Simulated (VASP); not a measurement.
Given:

```
CELL_PARAMETERS angstrom
      0.00000     3.02332     3.02332
      3.02332     0.00000     3.02332
      3.02332     3.02332     0.00000
ATOMIC_POSITIONS crystal
  Pb 0.00000 0.00000 0.00000
  F  0.25000 0.25000 0.25000
  F  0.75000 0.75000 0.75000
```

Method: optB86b-vdW, VASP's PBE PAW potentials (set 64) (plane waves; VASP). Numerical set-up: 520 eV cut-off, 7×7×7 Γ-centred mesh, Gaussian smearing of 0.050 eV, potentials Pb_d F.

Problem. Predict the energy per atom (σ→0), pressure.

Solution. 
energy per atom (σ→0): -2469 meV/atom
pressure: -3.72 GPa

The compound is PbF2 in the fluorite structure, the β form. This cell is one point of a volume scan, at 1.06 of the reference volume.
